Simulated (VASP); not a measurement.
```
CELL_PARAMETERS angstrom
     -1.65105     1.65105     5.75282
      1.65105    -1.65105     5.75282
      1.65105     1.65105    -5.75282
ATOMIC_POSITIONS crystal
  Hf 0.66573 0.66573 0.00000
  Hf 0.33427 0.33427 0.00000
  Hg 0.00000 0.00000 0.00000
```

Calculation: LDA (Ceperley-Alder, Perdew-Zunger), VASP's LDA PAW potentials (set 64) (plane waves; VASP 6.6.1). Numerical set-up: 300 eV cut-off, 10×10×10 Γ-centred mesh, Gaussian smearing of 0.050 eV, potentials Hf_pv Hg.

At this cut-off the stress carries a Pulay error, which pulls relaxed volumes low. Energy and stress use the plane-wave basis of the starting cell.

Question: The ions, cell shape and volume are relaxed. Give the cell that the relaxation ends in.

Answer: 
```
CELL_PARAMETERS angstrom
     -1.62788     1.62788     5.75792
      1.62788    -1.62788     5.75792
      1.62788     1.62788    -5.75792
ATOMIC_POSITIONS crystal
  Hf 0.66585 0.66585 0.00000
  Hf 0.33415 0.33415 0.00000
  Hg 0.00000 0.00000 0.00000
```
Space group I4/mmm (139), at a tolerance of 0.03 Å.

Question: How do energy and volume change from the first to the last step?

Answer: The energy (σ→0) changes by -6.7 meV/atom and the volume by -2.7 %, in 11 ionic steps.

The structure comes from a computed database's Hf2Hg entry; how it stands against other phases isn't given here. This run relaxes it. Symmetry was kept, so distortions that lower it aren't found. The run is one of a series of settings (EDIFFG = -0.01, IBRION = 2, ISIF = 3, NSW = 50 against the base run), some of them coarse on purpose.
